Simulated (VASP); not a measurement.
Output of a VASP run:

### OUTCAR
```
 ion  position               nearest neighbor table
   1  0.347  0.343  0.022-   2 2.83   3 2.86   3 2.86   2 2.90   2 2.91   3 2.92   3 2.92
   2  0.663  0.654  0.977-   1 2.83   1 2.90   1 2.91   3 2.96   3 2.96   3 3.02   3 3.03
   3  0.990  0.003  0.001-   1 2.86   1 2.86   1 2.92   1 2.92   2 2.96   2 2.96   2 3.02   2 3.03
  LATTYP: Found a body centered tetragonal cell.
 ALAT       =     3.0062980000
 C/A-ratio  =     4.0144643013
 Subroutine PRICEL returns:
 Original cell was already a primitive cell.
 Subroutine GETGRP returns: Found  1 space group operations
The static configuration has the point symmetry C_1 .
The dynamic configuration has the point symmetry C_1 .
 Subroutine INISYM returns: Found  1 space group operations
 Subroutine IBZKPT returns following result:
 Found    666 irreducible k-points:

 Following reciprocal coordinates:
            Coordinates               Weight
  0.000000  0.000000  0.000000      1.000000
  0.090909  0.000000  0.000000      2.000000
  0.000000  0.090909  0.000000      2.000000
  0.000000  0.090909 -0.090909      2.000000
  0.090909  0.000000 -0.090909      2.000000
  0.181818  0.000000  0.000000      2.000000
  0.000000  0.181818  0.000000      2.000000
  0.000000  0.181818 -0.181818      2.000000
  0.181818  0.000000 -0.181818      2.000000
  0.272727  0.000000  0.000000      2.000000
  0.000000  0.272727  0.000000      2.000000
  0.000000  0.272727 -0.272727      2.000000
  0.272727  0.000000 -0.272727      2.000000
  0.363636  0.000000 -0.000000      2.000000
  0.000000  0.363636 -0.000000      2.000000
  0.000000  0.363636 -0.363636      2.000000
  0.363636  0.000000 -0.363636      2.000000
  0.454545  0.000000 -0.000000      2.000000
  0.000000  0.454545 -0.000000      2.000000
  0.000000  0.454545 -0.454545      2.000000
  0.454545  0.000000 -0.454545      2.000000
  0.090909  0.090909  0.000000      2.000000
  0.000000  0.181818 -0.090909      2.000000
  0.090909  0.090909 -0.181818      2.000000
  0.181818  0.000000 -0.090909      2.000000
  0.181818  0.090909  0.000000      2.000000
  0.000000  0.272727 -0.090909      2.000000
  0.090909  0.181818 -0.272727      2.000000
  0.272727  0.000000 -0.181818      2.000000
 -0.181818 -0.090909  0.272727      2.000000
  0.000000 -0.272727  0.181818      2.000000
 -0.090909 -0.181818  0.000000      2.000000
 -0.272727  0.000000  0.090909      2.000000
  0.272727  0.090909  0.000000      2.000000
  0.000000  0.363636 -0.090909      2.000000
  0.090909  0.272727 -0.363636      2.000000
  0.363636  0.000000 -0.272727      2.000000
 -0.272727 -0.090909  0.363636      2.000000
  0.000000 -0.363636  0.272727      2.000000
 -0.090909 -0.272727  0.000000      2.000000
   k-points           NKPTS =    666   k-points in BZ     NKDIM =    666   number of bands    NBANDS=     21
   number of dos      NEDOS =    301   number of ions     NIONS =      3
   total plane-waves  NPLWV =  46656
   dimension x,y,z NGX =    36 NGY =   36 NGZ =   36
   dimension x,y,z NGXF=    72 NGYF=   72 NGZF=   72
   ions per type =               2   1
   PREC   = accura    normal or accurate (medium, high low for compatibility)
   ISTART =      0    job   : 0-new  1-cont  2-samecut
   ICHARG =      2    charge: 1-file 2-atom 10-const
   ISPIN  =      1    spin polarized calculation?
   LNONCOLLINEAR =      F non collinear calculations
   LSORBIT =      F    spin-orbit coupling
   INIWAV =      1    electr: 0-lowe 1-rand  2-diag
   ENCUT  =  300.0 eV  22.05 Ry    4.70 a.u.   9.04  9.04  9.04*2*pi/ulx,y,z
   NELM   =    100;   NELMIN=  2; NELMDL= -5     # of ELM steps
   EDIFF  = 0.1E-05   stopping-criterion for ELM
   LREAL  =      F    real-space projection
   NLSPLINE    = F    spline interpolate recip. space projectors
   LMAXMIX     =    4 max onsite mixed and CHGCAR
   VOSKOWN=      0    Vosko Wilk Nusair interpolation
   EDIFFG = 0.1E-04   stopping-criterion for IOM
   NSW    =      0    number of steps for IOM
...
```

### OSZICAR
```
       N       E                     dE             d eps       ncg     rms          rms(c)
DAV:   1     0.301847816531E+03    0.30185E+03   -0.13412E+04 29385   0.135E+03
DAV:   2     0.128720809381E+02   -0.28898E+03   -0.28372E+03 28855   0.436E+02
DAV:   3    -0.215055470725E+02   -0.34378E+02   -0.33869E+02 53819   0.126E+02
DAV:   4    -0.235123629927E+02   -0.20068E+01   -0.19984E+01 34598   0.282E+01
DAV:   5    -0.236235020870E+02   -0.11114E+00   -0.11108E+00 43342   0.550E+00    0.132E+01
DAV:   6    -0.201815183080E+02    0.34420E+01   -0.13759E+01 34062   0.378E+01    0.450E+00
DAV:   7    -0.201992351217E+02   -0.17717E-01   -0.23333E+00 42375   0.135E+01    0.381E+00
DAV:   8    -0.201068783422E+02    0.92357E-01   -0.20420E+00 39639   0.864E+00    0.266E+00
DAV:   9    -0.200661305878E+02    0.40748E-01   -0.54908E-01 38749   0.560E+00    0.135E+00
DAV:  10    -0.200541744755E+02    0.11956E-01   -0.59043E-02 38129   0.231E+00    0.245E-01
DAV:  11    -0.200537076526E+02    0.46682E-03   -0.14548E-02 46361   0.106E+00    0.121E-01
DAV:  12    -0.200536464025E+02    0.61250E-04   -0.15446E-03 37940   0.426E-01    0.351E-02
DAV:  13    -0.200536533204E+02   -0.69179E-05   -0.65910E-05 43098   0.853E-02    0.164E-02
DAV:  14    -0.200536488621E+02    0.44583E-05   -0.16011E-05 38956   0.374E-02    0.419E-03
DAV:  15    -0.200536491036E+02   -0.24153E-06   -0.15073E-06 23218   0.143E-02
   1 F= -.20053649E+02 E0= -.20006615E+02  d E =-.940685E-01
```

File OUTCAR:
```
------------------------ aborting loop because EDIFF is reached ----------------------------------------
  FORCE on cell =-STRESS in cart. coord.  units (eV):
  Direction    XX          YY          ZZ          XY          YZ          ZX
  --------------------------------------------------------------------------------------
  Total       -3.3050208     -3.3188711     -3.2256811      0.0277428     -0.0615547     -0.1341884
  in kB      -97.0937100    -97.5005967    -94.7628965      0.8150180     -1.8083315     -3.9421378
  external PRESSURE =     -96.4524011 kB  Pullay stress =       0.0000000 kB
  volume of cell :       54.54
      direct lattice vectors                 reciprocal lattice vectors
    -1.503149000  1.503149000  6.034338000     0.000000000  0.332635022  0.082859131
     1.503149000 -1.503149000  6.034338000     0.332635022  0.000000000  0.082859131
     1.503149000  1.503149000 -6.034338000     0.332635022  0.332635022  0.000000000
 POSITION                                       TOTAL-FORCE (eV/Angst)
 -----------------------------------------------------------------------------------
      0.02682      0.04002      4.02869        -0.207714     -0.258479     -0.623084
      1.45525      1.48134      2.05493         0.273078      0.168051      0.366543
     -1.48207      1.48493      5.98506        -0.065364      0.090428      0.256541
 -----------------------------------------------------------------------------------
    total drift:                                0.000014     -0.000053     -0.000253
  FREE ENERGIE OF THE ION-ELECTRON SYSTEM (eV)
  ---------------------------------------------------
  free  energy   TOTEN  =       -20.0536491036 eV

  energy  without entropy=      -19.9595806330  energy(sigma->0) =      -20.00661487
```
(Selected blocks of OUTCAR.)

### POSCAR
```
Ti2Ag
1
   -1.5031490000     1.5031490000     6.0343380000
    1.5031490000    -1.5031490000     6.0343380000
    1.5031490000     1.5031490000    -6.0343380000
Ti Ag
2 1
Direct
  0.3471270000   0.3427360000   0.0222350000
  0.6630160000   0.6543370000  -0.0231860000
 -0.0101430000   0.0029270000   0.0009500000
```

Question: Write an INCAR and KPOINTS that could have produced this output.

Answer: Several could match; the one computed here: the input of the run itself, PBEsol GGA, plane waves, VASP's PBE PAW potentials (set 64).

**INCAR**
```
SYSTEM = Ti2Ag
PREC = Accurate
ENCUT = 300
EDIFF = 1E-6
NELM = 100
ALGO = Normal
LREAL = .FALSE.
LASPH = .TRUE.
ISMEAR = 0
SIGMA = 0.272
GGA = PS
LMAXMIX = 4
LWAVE = .FALSE.
LCHARG = .FALSE.
ISIF = 2
```

### KPOINTS
```
Automatic mesh
0
gamma
 11 11 11
```

POTCAR, in this order: Ti_sv Ag (PBE.64 set). Program: vasp_std.

At this cut-off the stress carries a Pulay error, which pulls relaxed volumes low.

The structure comes from a computed database's Ti2Ag entry (I4/mmm); how it stands against other phases isn't given here. The cell was not relaxed at this level, atoms are displaced from their ideal sites. The electron count is odd and the run is not spin-polarised, which forces a metal.
